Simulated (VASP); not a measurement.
# AlN (P6_3mc) in VASP: a series of runs

The runs below take AlN through band structure, with PBE, r2SCAN, TB-mBJ, LDA.

Everything below comes from runs of VASP 6.6.1. Logs are shortened: lines on timing, memory, paths and dates and some standing lists are left out, and cuts for length are marked.

**Experimental background.**

From “Structural and optical properties of self-assembled AlN nanowires grown on SiO2/Si substrates by molecular beam epitaxy”, 2024, arxiv:2402.00216, for a bulk crystal of AlN at 0 K: band gap 6.0343 eV (an exciton energy, a little under the gap).

The results are compared with them further down.

**1. The crystal as given**

The structure is hexagonal, space group P6_3mc (No. 186). The conventional cell has a = 3.128 Å, b = 3.128 Å, c = 5.016 Å, α = 90.00°, β = 90.00°, γ = 120.00°. Around Al (site symmetry 3m) lie 4 N at 1.90 to 1.91 Å. N (site symmetry 3m) is surrounded by 4 Al at 1.90 to 1.91 Å.

**2. Band structure, PBE**

File INCAR:

```
PREC = Accurate
ENCUT = 520
EDIFF = 1E-7
ISMEAR = 0
SIGMA = 0.03
LREAL = False
LASPH = True
NELM = 80
ALGO = Normal
ISIF = 2
LWAVE = False
LCHARG = False
GGA = PE
NBANDS = 16
ICORELEVEL = 1
```

File KPOINTS:

```
Automatic mesh
0
Gamma
  12 12 6
```

File POSCAR:

```
AlN                                     
1.0
    3.1278661649      0.0000000000      0.0000000000
   -1.5639330824      2.7088115564     -0.0000000000
    0.0000000000     -0.0000000000      5.0159256221
  Al              N             
     2     2
Direct
     0.3333333300000021    0.6666666699999979    0.9992990152342794
     0.6666666699999979    0.3333333300000021    0.4992990152342794
     0.3333333300000021    0.6666666699999979    0.3807009847657231
     0.6666666699999979    0.3333333300000021    0.8807009847657231
```

File KPOINTS_OPT:

```
explicit points
186
Reciprocal
 0.0000000000  0.0000000000  0.0000000000 1
 0.0263157895  0.0000000000  0.0000000000 1
 0.0526315789  0.0000000000  0.0000000000 1
 0.0789473684  0.0000000000  0.0000000000 1
 0.1052631579  0.0000000000  0.0000000000 1
 0.1315789474  0.0000000000  0.0000000000 1
[... 178 lines left out ...]
 0.5000000000  0.0000000000  0.5000000000 1
 0.5000000000  0.0000000000  0.0000000000 1
```

Potentials or basis: VASP PAW PBE potentials, release 64 (Al, N).

Launch:

```
cat potpaw_PBE.64/Al/POTCAR potpaw_PBE.64/N/POTCAR > POTCAR
mpirun -np 1 vasp_std > vasp.out
```

OUTCAR:

```text
PREC = Accurate
   ENCUT = 520
   EDIFF = 1E-7
   ISMEAR = 0
   LREAL = False
   LASPH = True
   NELM = 80
   ISIF = 2
   GGA = PE

 ion  position               nearest neighbor table
   1  0.333  0.667  0.999-   4 1.90   4 1.90   4 1.90   3 1.91   2 3.09   2 3.09   2 3.09   2 3.09
                             2 3.09   2 3.09
   2  0.667  0.333  0.499-   3 1.90   3 1.90   3 1.90   4 1.91   1 3.09   1 3.09   1 3.09   1 3.09
                             1 3.09   1 3.09
   3  0.333  0.667  0.381-   2 1.90   2 1.90   2 1.90   1 1.91
   4  0.667  0.333  0.881-   1 1.90   1 1.90   1 1.90   2 1.91

  LATTYP: Found a hexagonal cell.
 ALAT       =     3.1278661649
 C/A-ratio  =     1.6036253975

  Lattice vectors:

 A1 = (   3.1278661649,   0.0000000000,   0.0000000000)
 A2 = (  -1.5639330824,   2.7088115564,   0.0000000000)
 A3 = (   0.0000000000,   0.0000000000,   5.0159256221)

Analysis of symmetry for initial positions (statically):
=====================================================================
 Subroutine PRICEL returns:
 Original cell was already a primitive cell.

 Routine SETGRP: Setting up the symmetry group for a
 hexagonal supercell.

 Subroutine GETGRP returns: Found 12 space group operations
 (whereof  6 operations were pure point group operations)
 out of a pool of 24 trial point group operations.

The static configuration has the point symmetry C_3v.
 The point group associated with its full space group is C_6v.

Analysis of symmetry for dynamics (positions and initial velocities):
=====================================================================
 Subroutine PRICEL returns:
 Original cell was already a primitive cell.

 Routine SETGRP: Setting up the symmetry group for a
 hexagonal supercell.

 Subroutine GETGRP returns: Found 12 space group operations
 (whereof  6 operations were pure point group operations)
 out of a pool of 24 trial point group operations.

The dynamic configuration has the point symmetry C_3v.
 The point group associated with its full space group is C_6v.

 Subroutine INISYM returns: Found 12 space group operations
 (whereof  6 operations are pure point group operations),
 and found     1 'primitive' translations

----------------------------------------------------------------------------------------

                                     Primitive cell

  volume of cell :      42.4989

  direct lattice vectors                    reciprocal lattice vectors
     3.127866165  0.000000000  0.000000000     0.319706774  0.184582792  0.000000000
    -1.563933082  2.708811556  0.000000000     0.000000000  0.369165584  0.000000000
     0.000000000  0.000000000  5.015925622     0.000000000  0.000000000  0.199364998

  length of vectors
     3.127866165  3.127866163  5.015925622     0.369165584  0.369165584  0.199364998

  position of ions in fractional coordinates (direct lattice)
     0.333333330  0.666666670  0.999299015
     0.666666670  0.333333330  0.499299015
     0.333333330  0.666666670  0.380700985
     0.666666670  0.333333330  0.880700985

  ion indices of the primitive-cell ions
   primitive index   ion index
                 1           1
                 2           2
                 3           3
                 4           4

----------------------------------------------------------------------------------------

 KPOINTS: Automatic mesh

Automatic generation of k-mesh.
 Grid dimensions read from file:
 generate k-points for:   12   12    6

 Generating k-lattice:

  Cartesian coordinates                     Fractional coordinates (reciprocal lattice)
     0.026642231  0.015381899  0.000000000     0.083333333  0.000000000  0.000000000
     0.000000000  0.030763799  0.000000000     0.000000000  0.083333333  0.000000000
     0.000000000  0.000000000  0.033227500     0.000000000  0.000000000  0.166666667

  Length of vectors
     0.030763799  0.030763799  0.033227500

  Shift w.r.t. Gamma in fractional coordinates (k-lattice)
     0.000000000  0.000000000  0.000000000

 Subroutine IBZKPT returns following result:
[... 57 lines left out ...]
  band No.  band energies     occupation
      1      -8.3629      2.00000
      2      -6.6470      2.00000
      3       0.9681      2.00000
      4       2.5732      2.00000
      5       3.5386      2.00000
      6       4.4417      2.00000
[... 8 lines left out ...]
     15      17.9096      0.00000
     16      19.1460      0.00000

 k-point     5 :       0.3333   -0.0000    0.0000
  band No.  band energies     occupation
      1      -7.8812      2.00000
      2      -6.4986      2.00000
      3       1.5226      2.00000
      4       1.6267      2.00000
      5       2.6885      2.00000
      6       4.1709      2.00000
[... 8 lines left out ...]
     15      17.8976      0.00000
     16      20.2204      0.00000

 k-point     6 :       0.4167   -0.0000    0.0000
  band No.  band energies     occupation
      1      -7.4123      2.00000
      2      -6.4614      2.00000
      3       0.8465      2.00000
      4       2.0644      2.00000
      5       2.3085      2.00000
      6       3.9908      2.00000
[... 8 lines left out ...]
     15      18.4104      0.00000
     16      21.0019      0.00000
[... 96 lines left out ...]
 k-point    12 :       0.4167    0.0833    0.0000
  band No.  band energies     occupation
      1      -7.2020      2.00000
      2      -6.4794      2.00000
      3       0.7295      2.00000
      4       1.9561      2.00000
      5       2.6329      2.00000
      6       3.6737      2.00000
[... 8 lines left out ...]
     15      18.6362      0.00000
     16      20.9400      0.00000

 k-point    13 :       0.1667    0.1667    0.0000
  band No.  band energies     occupation
      1      -8.1426      2.00000
      2      -6.5632      2.00000
      3       1.2512      2.00000
      4       2.6419      2.00000
      5       2.6434      2.00000
      6       4.3013      2.00000
[... 8 lines left out ...]
     15      18.3568      0.00000
     16      19.8749      0.00000

 k-point    14 :       0.2500    0.1667    0.0000
  band No.  band energies     occupation
      1      -7.6890      2.00000
      2      -6.4501      2.00000
      3       1.7230      2.00000
      4       1.8704      2.00000
      5       2.2879      2.00000
      6       3.7369      2.00000
[... 8 lines left out ...]
     15      18.1113      0.00000
     16      20.4334      0.00000

 k-point    15 :       0.3333    0.1667    0.0000
  band No.  band energies     occupation
      1      -7.2474      2.00000
      2      -6.4413      2.00000
      3       1.0903      2.00000
      4       2.0920      2.00000
      5       2.5448      2.00000
      6       3.2292      2.00000
[... 8 lines left out ...]
     15      18.3176      0.00000
     16      20.5115      0.00000

 k-point    16 :       0.4167    0.1667    0.0000
  band No.  band energies     occupation

------------------------ aborting loop because EDIFF is reached ----------------------------------------

  FORCE on cell =-STRESS in cart. coord.  units (eV):
  Direction    XX          YY          ZZ          XY          YZ          ZX
  --------------------------------------------------------------------------------------
  -------------------------------------------------------------------------------------
  Total        0.0315300      0.0315300      0.0291239      0.0000000      0.0000000      0.0000000
  in kB        1.1886570      1.1886570      1.0979501      0.0000000      0.0000000      0.0000000
  external PRESSURE =       1.1584213 kB  Pullay stress =       0.0000000 kB

 VOLUME and BASIS-vectors are now :
 -----------------------------------------------------------------------------
  energy-cutoff  :      520.00
  volume of cell :       42.50
      direct lattice vectors                 reciprocal lattice vectors
     3.127866165  0.000000000  0.000000000     0.319706774  0.184582792  0.000000000
    -1.563933082  2.708811556  0.000000000     0.000000000  0.369165584  0.000000000
     0.000000000  0.000000000  5.015925622     0.000000000  0.000000000  0.199364998

 POSITION                                       TOTAL-FORCE (eV/Angst)
 -----------------------------------------------------------------------------------
     -0.00000      1.80587      5.01241        -0.000000      0.000000     -0.004658
      1.56393      0.90294      2.50445         0.000000     -0.000000     -0.004658
     -0.00000      1.80587      1.90957         0.000000     -0.000000      0.004658
      1.56393      0.90294      4.41753        -0.000000      0.000000      0.004658
 -----------------------------------------------------------------------------------
    total drift:                               -0.000009      0.000005      0.000561

  FREE ENERGIE OF THE ION-ELECTRON SYSTEM (eV)
  ---------------------------------------------------
  free  energy   TOTEN  =       -29.7805064759 eV

  energy  without entropy=      -29.7805064759  energy(sigma->0) =      -29.78050648
```

Run time: 34 s. Hardware: 1 thread of Intel Xeon 6975P-C (Granite Rapids), shared host; peak memory 0.2 GiB.

What came out:

| Property | Result |
| --- | --- |
| Free energy | -29.7805 eV |
| Pressure | 0.1 GPa |
| Largest force | 0.005 eV/Å |
| Band gap on the k mesh | 4.06 eV, direct |
| Band gap along the path | 4.06 eV, direct |

Forces on the atoms (eV/Å):
```
Al   0.000  0.000 -0.005
Al   0.000  0.000 -0.005
N    0.000  0.000  0.005
N    0.000  0.000  0.005
```

Levels at the corners of the path, in eV from the valence-band top:
```csv
point,band 4,band 5,band 6,band 7,band 8,band 9,band 10,band 11,band 12,band 13
Γ,-0.84,-0.84,-0.20,-0.20,0.00,4.06,6.53,10.47,11.05,11.05
M,-4.12,-3.30,-2.05,-1.74,-0.68,5.77,5.77,8.04,10.16,10.82
M,-4.12,-3.30,-2.05,-1.74,-0.68,5.77,5.77,8.04,10.16,10.82
K,-3.76,-3.76,-2.41,-2.35,-2.35,5.05,8.29,9.57,9.57,11.33
K,-3.76,-3.76,-2.41,-2.35,-2.35,5.05,8.29,9.57,9.57,11.33
Γ,-0.84,-0.84,-0.20,-0.20,0.00,4.06,6.53,10.47,11.05,11.05
Γ,-0.84,-0.84,-0.20,-0.20,0.00,4.06,6.53,10.47,11.05,11.05
A,-3.30,-0.53,-0.53,-0.53,-0.53,6.33,6.33,10.18,10.18,11.36
A,-3.30,-0.53,-0.53,-0.53,-0.53,6.33,6.33,10.18,10.18,11.36
L,-5.53,-1.44,-1.44,-1.35,-1.35,5.25,5.25,9.16,9.16,11.62
L,-5.53,-1.44,-1.44,-1.35,-1.35,5.25,5.25,9.16,9.16,11.62
H,-4.78,-3.79,-3.79,-0.79,-0.79,7.36,7.36,7.72,7.72,11.71
H,-4.78,-3.79,-3.79,-0.79,-0.79,7.36,7.36,7.72,7.72,11.71
A,-3.30,-0.53,-0.53,-0.53,-0.53,6.33,6.33,10.18,10.18,11.36
L,-5.53,-1.44,-1.44,-1.35,-1.35,5.25,5.25,9.16,9.16,11.62
M,-4.12,-3.30,-2.05,-1.74,-0.68,5.77,5.77,8.04,10.16,10.82
K,-3.76,-3.76,-2.41,-2.35,-2.35,5.05,8.29,9.57,9.57,11.33
H,-4.78,-3.79,-3.79,-0.79,-0.79,7.36,7.36,7.72,7.72,11.71
```

Core levels (eV, on the scale of the bands):
```tsv
atom	levels
1 Al	1s -1497.3, 2s -94.7, 2p -56.1
2 Al	1s -1497.3, 2s -94.7, 2p -56.1
3 N	1s -367.9
4 N	1s -367.9
```

(Part 1 of 2 ends here.)
